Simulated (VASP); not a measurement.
Computed with PBEsol GGA, VASP's PBE PAW potentials (set 64) (plane waves; VASP).

The input files of a VASP run:

### POSCAR
```
ZnS
1
    0.0000000000     2.6776703000     2.6776703000
    2.6776703000     0.0000000000     2.6776703000
    2.6776703000     2.6776703000     0.0000000000
Zn S
1 1
Direct
  0.0000000000   0.0000000000   0.0000000000
  0.2500000000   0.2500000000   0.2500000000
```

**INCAR**
```
NELM=100   ! most electronic steps
LMAXMIX=4   ! l cut-off of mixed one-centre charges
SIGMA=0.05   ! width (eV)
LREAL=.FALSE.
LCHARG=.FALSE.
LWAVE=.FALSE.
ISIF=2   ! forces and stress, cell fixed
ENCUT=480
EDIFF=1E-7
ALGO=Normal
ISMEAR=0   ! Gaussian
PREC=Accurate
LASPH=.TRUE.
GGA=PS   ! PBEsol
SYSTEM=ZnS
```

File KPOINTS:
```
Automatic mesh
0
Gamma
8 8 8
0 0 0
```

POTCAR, in this order: Zn S (PBE.64 set). Program: vasp_std.

The resulting files:

OSZICAR:
```
       N       E                     dE             d eps       ncg     rms          rms(c)
DAV:   1     0.851071197669E+02    0.85107E+02   -0.88768E+03   754   0.158E+03
DAV:   2    -0.201946145930E+01   -0.87127E+02   -0.83199E+02   834   0.275E+02
DAV:   3    -0.791949311429E+01   -0.59000E+01   -0.58714E+01   929   0.731E+01
DAV:   4    -0.799531204137E+01   -0.75819E-01   -0.75792E-01   844   0.889E+00
DAV:   5    -0.799646776626E+01   -0.11557E-02   -0.11557E-02   914   0.108E+00    0.726E+00
DAV:   6    -0.760621841552E+01    0.39025E+00   -0.10323E+00  1005   0.403E+01    0.561E+00
DAV:   7    -0.759142512004E+01    0.14793E-01   -0.35162E-01   799   0.623E+00    0.266E+00
DAV:   8    -0.758834621585E+01    0.30789E-02   -0.55540E-03   889   0.740E-01    0.719E-01
DAV:   9    -0.758809839506E+01    0.24782E-03   -0.85517E-04   900   0.367E-01    0.116E-01
DAV:  10    -0.758818167475E+01   -0.83280E-04   -0.18961E-04   854   0.212E-01    0.729E-02
DAV:  11    -0.758817869783E+01    0.29769E-05   -0.55597E-05   914   0.172E-01    0.867E-03
DAV:  12    -0.758817855409E+01    0.14374E-06   -0.26714E-06  1103   0.301E-02    0.293E-03
DAV:  13    -0.758817865552E+01   -0.10142E-06   -0.61380E-07   804   0.851E-03    0.130E-03
DAV:  14    -0.758817859167E+01    0.63846E-07   -0.42035E-08   517   0.289E-03
   1 F= -.75881786E+01 E0= -.75881786E+01  d E =-.138516E-10
```

### OUTCAR
```
------------------------ aborting loop because EDIFF is reached ----------------------------------------
  FORCE on cell =-STRESS in cart. coord.  units (eV):
  Direction    XX          YY          ZZ          XY          YZ          ZX
  --------------------------------------------------------------------------------------
  Total        0.0533374      0.0533374      0.0533374     -0.0000000      0.0000000     -0.0000000
  in kB        2.2255710      2.2255710      2.2255710     -0.0000000      0.0000000     -0.0000000
  external PRESSURE =       2.2255710 kB  Pullay stress =       0.0000000 kB
  volume of cell :       38.40
      direct lattice vectors                 reciprocal lattice vectors
     0.000000000  2.677670300  2.677670300    -0.186729486  0.186729486  0.186729486
     2.677670300  0.000000000  2.677670300     0.186729486 -0.186729486  0.186729486
     2.677670300  2.677670300  0.000000000     0.186729486  0.186729486 -0.186729486
  FREE ENERGIE OF THE ION-ELECTRON SYSTEM (eV)
  ---------------------------------------------------
  free  energy   TOTEN  =        -7.5881785917 eV

  energy  without entropy=       -7.5881785917  energy(sigma->0) =       -7.58817859
```
(Selected blocks of OUTCAR.)

OUTCAR:
```
 val. band max:        2.2707711514   @ k =   0.0000   0.0000   0.0000

 cond. band min:       4.3663325575   @ k =   0.0000   0.0000   0.0000


 Fermi energy:         2.4726051370

 k-point     1 :       0.0000    0.0000    0.0000
  band No.  band energies     occupation
      1     -11.0787      2.00000
      2      -4.2149      2.00000
      3      -4.2149      2.00000
      4      -4.2149      2.00000
      5      -3.6831      2.00000
      6      -3.6831      2.00000
      7       2.2708      2.00000
      8       2.2708      2.00000
      9       2.2708      2.00000
     10       4.3663      0.00000
     11       8.5584      0.00000
     12       8.5584      0.00000
     13       8.5584      0.00000

 k-point     2 :       0.1250    0.0000    0.0000
  band No.  band energies     occupation
      1     -10.9544      2.00000
      2      -4.2178      2.00000
      3      -4.1925      2.00000
      4      -4.1925      2.00000
      5      -3.6850      2.00000
      6      -3.6850      2.00000
      7       1.1094      2.00000
      8       2.1134      2.00000
      9       2.1134      2.00000
     10       5.2033      0.00000
     11       8.4724      0.00000
     12       8.8240      0.00000
     13       8.8240      0.00000

 k-point     3 :       0.2500    0.0000    0.0000
  band No.  band energies     occupation
      1     -10.6282      2.00000
      2      -4.1807      2.00000
      3      -4.1437      2.00000
      4      -4.1437      2.00000
      5      -3.6818      2.00000
      6      -3.6818      2.00000
      7      -0.6707      2.00000
      8       1.7729      2.00000
      9       1.7729      2.00000
     10       5.7124      0.00000
     11       9.1600      0.00000
     12       9.2035      0.00000
     13       9.2035      0.00000

 k-point     4 :       0.3750    0.0000    0.0000
  band No.  band energies     occupation
      1     -10.2547      2.00000
      2      -4.1055      2.00000
      3      -4.1055      2.00000
...
```

The compound is ZnS in the zinc blende structure. It was relaxed first.
